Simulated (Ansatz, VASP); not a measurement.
# TiTe2 in two plane-wave programs

Aim: how closely do two programs agree when they are given the same cell, functional and k mesh? The cell is taken from a series of VASP runs on this material, whose earlier steps may have relaxed, scaled or displaced it; both programs get it as it stands.

Program: Ansatz 0.2.0. Level of theory: plane waves, with VASP 6.6.1 beside it; zone-centre phonons at LDA and zone-centre phonons at PBE. Results are calculated unless marked as measured.

**1. Set-up**

The structure is trigonal, space group P-3m1 (No. 164). The conventional cell has a = 3.777 Å, b = 3.777 Å, c = 6.498 Å, α = 90.00°, β = 90.00°, γ = 120.00°. Te has 3 Ti at 2.75 Å nearest. Nearest to Ti lie 6 Te at 2.75 Å. Farther neighbours and most contacts between anions are not listed.

**2. Ansatz: zone-centre phonons, LDA**

Ansatz runs on its default PAW (the set named soft_2) files.

Second derivatives magnify differences that forces hide, and they need a tight electronic threshold.

File input.yaml:

```yaml
crystal:
  lattice:
    - [3.777, 0.0, 0.0]
    - [-1.8885, 3.2709779501, 0.0]
    - [0.0, 0.0, 6.498]
  atoms:
    - { symbol: Te, position: [0.3333333333, 0.6666666667, 0.7418230256] }
    - { symbol: Te, position: [0.6666666667, 0.3333333333, 0.2581769744] }
    - { symbol: Ti, position: [0.0, 0.0, 0.0] }
hamiltonian:
  xc: lda
  pseudopotentials: { kind: paw }
kpoints:
  mp_grid: { grid: [12, 12, 6] }
scf:
  occupations: { method: methfessel_paxton, width: 0.15 }
phonons:
  method: dfpt
  qpoints: [[0, 0, 0]]
```

The run is started by

```sh
> ansatz run input.yaml --threads 4 --pin off --max-ram 9216MiB --backend cpu --events-out ev --progress --plain --runs-dir out
```

Numbers of over 12 decimals in the logs are rounded to 6 here.

What it wrote:

```text
Engine: ansatz 0.2.0, x86_64-unknown-linux-gnu
Pseudopotentials: kind: paw
Pseudopotential: Te, paw, valence charge 16, recommended cutoff 420 eV (normal), Te.paw.azcp
Pseudopotential: Ti, paw, valence charge 12, recommended cutoff 420 eV (normal), Ti.paw.azcp
Functional definition: SPW92
  exchange = slater_x
  correlation = pw_c
Crystal: 3 atoms, lattice volume = 80.279 Å³
Basis set: ecut = 420 eV, 1581 PW (Γ), exchange–correlation on 54×54×90 points (8 copies of the dense FFT grid, shifted against one another)
Bands: 27, of which v1, the nominal top of the filled ones, is band 22 counted from 1 (21 counted from 0)
Symmetry: 12 space group operations
k-points: 242 of 864 (irreducible under 2 space group operations, time reversal used)
Non-local potential: Te, projectors of the file, l = 0: 2, l = 1: 2, l = 2: 2, l = 3: 2
Non-local potential: Ti, projectors of the file, l = 0: 3, l = 1: 2, l = 2: 3, l = 3: 1
PAW form: soft (Blöchl's): semilocal exchange-correlation on the pseudo side does not see the compensation charge
PAW frozen core: Te, regenerated for the run's functional, and the local potential with it (the file was generated under x = pbe(κ = 0.804, μ = 0.219515), c = pbe(β = 0.066725))
PAW frozen core: Ti, regenerated for the run's functional, and the local potential with it (the file was generated under x = pbe(κ = 0.804, μ = 0.219515), c = pbe(β = 0.066725))
PAW one-centre angular grid: Te, 590 points (default); XC on 64 Gauss nodes
PAW one-centre angular grid: Ti, 590 points (default); XC on 64 Gauss nodes
Initial density: superposition of atomic densities (neutral atoms: chi_scale 0, normalization atom), corrected by the library's trained network
Initial wavefunctions: pseudopotential atomic-orbital guess
Functional: x = slater, c = lda
SCF iter   1: F=—  HF=-16106.830559 eV  |F-HF|=—  |Δ(HF+E_count)|=         —  Δρ=6.34e-3  dr2=2.76e-2  ethr=1.77e-3  ⟨swp⟩=5.3  Hψ=28454  notcnv=0
preconditioner: auto → LDOS  [metal: Δε(μ)=0.003 eV  Ē_g=6.344 eV  σ=0.150 eV  W_gap=0.01  n_scr=22 (ndim 8)  ℏωp=16.6 eV  f_vac=0.015  D(μ)=1.29/eV (n_scr^D=2)  β→1.0]
SCF iter   2: F=—  HF=-16106.829888 eV  |F-HF|=—  |Δ(HF+E_count)|=   6.71e-4  S|Δr|=    0.00e0  Δρ=5.61e-3  dr2=4.30e-2  ethr=6.28e-5  ⟨swp⟩=2.1  Hψ=12601  notcnv=0  defer=14
SCF iter   3: F=—  HF=-16106.825182 eV  |F-HF|=—  |Δ(HF+E_count)|=   4.71e-3  S|Δr|=    0.00e0  Δρ=1.24e-3  dr2=2.58e-3  ethr=6.28e-5  ⟨swp⟩=2.2  Hψ=9462  notcnv=0  defer=14
SCF iter   4: F=—  HF=-16106.824924 eV  |F-HF|=—  |Δ(HF+E_count)|=   2.58e-4  S|Δr|=    0.00e0  Δρ=2.07e-4  dr2=3.94e-5  ethr=5.87e-6  ⟨swp⟩=1.5  Hψ=6749  notcnv=0  defer=14
SCF iter   5: F=—  HF=-16106.824907 eV  |F-HF|=—  |Δ(HF+E_count)|=   1.74e-5  S|Δr|=    0.00e0  Δρ=3.03e-5  dr2=8.63e-7  ethr=8.95e-8  ⟨swp⟩=2.0  Hψ=11621  notcnv=0  defer=14
SCF iter   6: F=—  HF=-16106.824906 eV  |F-HF|=—  |Δ(HF+E_count)|=   3.65e-7  S|Δr|=    0.00e0  Δρ=6.07e-6  dr2=3.79e-8  ethr=1.96e-9  ⟨swp⟩=2.0  Hψ=11776  notcnv=0  defer=14
SCF iter   7: F=—  HF=-16106.824906 eV  |F-HF|=—  |Δ(HF+E_count)|=   2.65e-9  S|Δr|=    0.00e0  Δρ=1.74e-6  dr2=2.25e-9  ethr=8.62e-11  ⟨swp⟩=2.0  Hψ=10674  notcnv=0  defer=14
SCF iter   8: F=—  HF=-16106.824906 eV  |F-HF|=—  |Δ(HF+E_count)|=  5.09e-10  S|Δr|=    0.00e0  Δρ=3.38e-7  dr2=3.74e-11  ethr=5.10e-12  ⟨swp⟩=2.3  Hψ=9333  notcnv=0  defer=14
SCF iter   9: F=-16106.824906 eV  HF=-16106.824906 eV  |F-HF|=1.82e-12  |Δ(HF+E_count)|=  4.37e-11  S|Δr|=    0.00e0  Δρ=6.03e-8  dr2=1.24e-12  ethr=1.00e-12  ⟨swp⟩=6.2  Hψ=26629  notcnv=0
SCF 1 converged in 9 iterations: F = -16106.824906 eV  dr2 = 1.24e-12
  greatest PAW one-centre occupation: 0.999 electrons in one spin orbital (limit 2), on the Te atom at site 1 (counted from 0), in its partial waves of l = 2
DFPT response loops at Γ: preconditioner auto → Kerker (q_TF=auto, 2.468 Å⁻¹) (partly filled bands, converged f_vac=0.014); β = 1.00, the filter's whole step (`scf.mixing.beta` (0.50) is not read by the response loops under this deck's `scf.mixing.preconditioner`; to damp them name `kerker` or `kerker_dos`, under which they read `scf.mixing.beta`, and type it under 1.00, their step now; both keys bind the ground state too); Broyden in place of MSR1
SCF converged after 9 iterations
Stability not checked: this state was not tested for a lower state beside it, because cold or Methfessel-Paxton smearing, or corrected tetrahedra, fill the levels in a way that the test cannot read (fill_not_monotonic; see scf.lower_state_search)
Free energy (F): -16106.824906 eV
Harris-Foulkes:  -16106.824906 eV  (|F-HF|=1.82e-12)
Internal energy: -16106.825564 eV  (E = F + TS)
E sigma→0 (E₀):  -16106.825071 eV
Entropy (-TS):   0.000658 eV (0.219 meV/atom)
Fermi energy:    9.949445 eV
--- Per-component energies (eV) ---
  E_band       = -678.094736
  E_kinetic    = 635.865226
  E_local      = -3507.889050  (includes V_loc(G=0)·N_el)
  E_nonlocal   = -596.966360
  E_hartree    = 2030.214128
  E_xc         = -344.963700
  E_vxc        = -332.167988  (∫ρ·V_xc dr)
  E_paw        = -10019.491097  (= ΣΔE_a)
  E_vpaw       = -937.364494  (= ΣTr[D̂ρ^β])
  E_aug_tail   = -0.000285  (compensation charges beyond the density's cutoff)
  E_ewald      = -4305.277699
  E_core_change = 1.683273  (= ΣΔE_core)
  E_smearing   = 0.000658  (= −TS)
  E_closure    = -0.000000  (closes the sum)
  Σ components = -16106.824906   (vs F -16106.824906, Δ=0.00e0)
--- Band table (eV; the first three rows and the last of 242) ---
  k-point 0: bands = [... 18 lower, 8.1807, 10.2778, 10.2841, 10.2841, 10.5071, 10.9838, 10.9838, 13.1025, ... 1 higher]
  k-point 1: bands = [... 18 lower, 8.1961, 9.5089, 10.2812, 10.2812, 10.7940, 10.9077, 10.9077, 13.2049, ... 1 higher]
  k-point 2: bands = [... 18 lower, 8.2279, 8.3184, 10.2759, 10.2759, 10.7673, 10.7673, 10.9150, 13.4022, ... 1 higher]
  k-point 241: bands = [... 18 lower, 7.1982, 7.3800, 8.2144, 8.2744, 10.6669, 10.8153, 11.1863, 12.3534, ... 1 higher]
--- Phonons (Γ-DFPT): 4 representative perturbations + reference, on 242 of 864 k-points (Σ response iterations 12) ---
  k mesh reduced under 2 symmetry operations, with k and −k counted as one. Each operation leaves every solved perturbation unchanged. A smaller set is not used because it would not reduce the number of displacements times k-points to solve
  ASR residual: 3.835e-5 → 0.000e0 eV/Å²; symmetrization residual: 1.062e-5 eV/Å²
  ASR residual per site (eV/Å²): 3.84e-5 3.84e-5 2.04e-5
  Γ frequencies (cm⁻¹): 0.00 0.00 0.00 98.57 98.57 137.41 162.72 162.72 259.61
  non-analytic LO–TO correction: not included (Born effective charges unavailable; polar crystals: no LO–TO splitting at Γ)
--- Phonons (arbitrary-q DFPT): 1 explicit q-point ---
  q = [0, 0, 0] (of the zone-centre solve; hermiticity 1.50e-6, symmetrization 3.77e-7): -0.00 0.00 0.00 98.57 98.57 137.41 162.72 162.72 259.61
  sum rule: each row above includes the acoustic sum rule's correction from the zone centre's row sums; it moved no ω² by more than (0.34 cm⁻¹)²
```

The job ended after 36 s (4 threads of Intel Xeon Platinum 8559C (Emerald Rapids), shared host; peak memory 1.9 GiB; 2.2 min of CPU time).

[end of part 1 of 3]

[Lines on the potential files, build, host, timing and source positions are cut from VASP's logs without a mark.]

[Logs are printed without paths, hosts, clocks, repeated set-up lines and the standing remarks that a program may print on its own settings, such as how far it seeks lower states.]

[Hosts, paths, dates, database ids (printed as entryN), source tags and the programs' standing remarks are cut or masked in the printed files.]
